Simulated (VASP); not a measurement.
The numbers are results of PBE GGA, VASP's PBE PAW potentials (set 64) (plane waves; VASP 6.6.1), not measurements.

The input files of a VASP run:

INCAR:
```
SYSTEM = Ru16C
PREC = Normal; ENCUT = 400; LREAL = F
LASPH = T
EDIFF = 1E-6; NELM = 100; NELMIN = 4
ALGO = Normal; LMAXMIX = 4
ISMEAR = 1; SIGMA = 0.1
GGA = PE
LWAVE = F; LCHARG = F; LORBIT = 11
LVHAR = T
DIPOL = 0.5 0.5 0.5
LDIPOL = T; IDIPOL = 3
```

### KPOINTS
```
Automatic mesh
0
gamma
6 6 1
```

POSCAR:
```
Ru16C
1
    5.4320204464     0.0000000000     0.0000000000
    2.7160102232     4.7042680126     0.0000000000
    0.0000000000     0.0000000000    20.4066461584
Ru C
16 1
Direct
  0.8314747218   0.3459641374   0.3473482317
  0.3225601408   0.3459641374   0.3473482317
  0.8315137544   0.8369714912   0.3474187300
  0.3286397417   0.8427195164   0.3470379030
  0.9952756021   0.0097211294   0.4494444614
  0.4950032686   0.0097211294   0.4494444614
  0.9952223598   0.5095552806   0.4456075042
  0.4951286293   0.5097427415   0.4494343203
  0.8289387198   0.3437850877   0.5548579787
  0.3272751925   0.3437850877   0.5548579787
  0.8289309397   0.8421371204   0.5548888388
  0.3284353542   0.8431282914   0.5525594728
  0.9793985801   0.0178717076   0.6584671969
  0.5027297123   0.0178717076   0.6584671969
  0.9950839993   0.5098320014   0.6544189535
  0.5027314369   0.4945371262   0.6584847884
  0.3283218466   0.8433563068   0.7086507516
```

POTCAR, in this order: Ru C (PBE.64 set). Program: vasp_std. Read from the step before: WAVECAR.

Output of the run:

File OSZICAR:
```
       N       E                     dE             d eps       ncg     rms          rms(c)
DAV:   1    -0.148610672632E+03   -0.14861E+03   -0.57209E-04  3308   0.988E-02    0.894E-02
DAV:   2    -0.148632909316E+03   -0.22237E-01   -0.92352E-02  3580   0.131E+00    0.108E+00
DAV:   3    -0.148610543765E+03    0.22366E-01   -0.77612E-02  4052   0.123E+00    0.104E-01
DAV:   4    -0.148610518238E+03    0.25527E-04   -0.17883E-03  2853   0.128E-01    0.144E-02
DAV:   5    -0.148610530827E+03   -0.12589E-04   -0.12226E-04  2916   0.453E-02    0.201E-02
DAV:   6    -0.148610524442E+03    0.63854E-05   -0.32611E-05  2908   0.279E-02    0.420E-03
DAV:   7    -0.148610524404E+03    0.37904E-07   -0.22536E-06  1652   0.694E-03
   1 F= -.14861052E+03 E0= -.14861128E+03  d E =0.226949E-02
```

OUTCAR:
```
------------------------ aborting loop because EDIFF is reached ----------------------------------------
  FORCE on cell =-STRESS in cart. coord.  units (eV):
  Direction    XX          YY          ZZ          XY          YZ          ZX
  --------------------------------------------------------------------------------------
  Total       -6.7131599     -6.6860447     -0.1040194      0.0000000     -0.0542226      0.0000000
  in kB      -20.6258801    -20.5425699     -0.3195949      0.0000000     -0.1665964      0.0000000
  external PRESSURE =     -13.8293483 kB  Pullay stress =       0.0000000 kB
  volume of cell :      521.46
      direct lattice vectors                 reciprocal lattice vectors
     5.432020446  0.000000000  0.000000000     0.184093563 -0.106286461  0.000000000
     2.716010223  4.704268013  0.000000000     0.000000000  0.212572923  0.000000000
     0.000000000  0.000000000 20.406646158     0.000000000  0.000000000  0.049003643
 POSITION                                       TOTAL-FORCE (eV/Angst)
 -----------------------------------------------------------------------------------
      5.45623      1.62751      7.08821         0.000823      0.000330      0.004846
      2.69180      1.62751      7.08821        -0.000823      0.000330      0.004846
      6.79002      3.93734      7.08965        -0.000000      0.002133     -0.009159
      4.07401      3.96438      7.08188        -0.000000      0.006028      0.002338
      5.43276      0.04573      9.17165        -0.008486     -0.000564      0.001181
      2.71527      0.04573      9.17165         0.008486     -0.000564      0.001181
      6.79003      2.39708      9.09335        -0.000000      0.005427     -0.015793
      4.07402      2.39797      9.17145        -0.000000     -0.001943      0.000712
      5.43654      1.61726     11.32279        -0.006502     -0.005531     -0.000980
      2.71149      1.61726     11.32279         0.006502     -0.005531     -0.000980
      6.79002      3.96164     11.32342        -0.000000      0.005524     -0.009298
      4.07401      3.96630     11.27589        -0.000000      0.002383      0.007026
      5.36865      0.08407     13.43711         0.018939     -0.019121      0.006205
      2.77938      0.08407     13.43711        -0.018939     -0.019121      0.006205
      6.79003      2.39839     13.35450        -0.000000      0.008356      0.019029
      4.07402      2.32644     13.43747         0.000000      0.017609     -0.001299
      4.07402      3.96737     14.46119        -0.000000      0.004256     -0.016060
 -----------------------------------------------------------------------------------
    total drift:                                0.001167     -0.000263      0.000387
  FREE ENERGIE OF THE ION-ELECTRON SYSTEM (eV)
  ---------------------------------------------------
  free  energy   TOTEN  =      -148.6105244038 eV

  energy  without entropy=     -148.6127938904  energy(sigma->0) =     -148.61128090

 total charge

# of ion       s       p       d       tot
------------------------------------------
    1        0.614   0.602   6.559   7.775
    2        0.614   0.602   6.559   7.775
    3        0.614   0.603   6.559   7.776
    4        0.604   0.598   6.527   7.729
    5        0.635   0.824   6.586   8.045
    6        0.635   0.824   6.586   8.045
    7        0.646   0.832   6.595   8.073
    8        0.635   0.824   6.586   8.045
    9        0.636   0.817   6.598   8.051
   10        0.636   0.817   6.598   8.051
   11        0.636   0.817   6.598   8.050
   12        0.620   0.794   6.571   7.985
   13        0.641   0.789   6.689   8.119
   14        0.641   0.789   6.689   8.119
   15        0.605   0.596   6.585   7.786
   16        0.641   0.789   6.689   8.119
   17        0.943   1.391   0.000   2.334
--------------------------------------------------
tot         10.995  13.306 105.578 129.878
```
(Selected blocks of OUTCAR.)

At this cut-off the stress carries a Pulay error, which pulls relaxed volumes low.

The cell is a thin slab with vacuum, built from Ru (hcp): (001) face, C adsorbed.
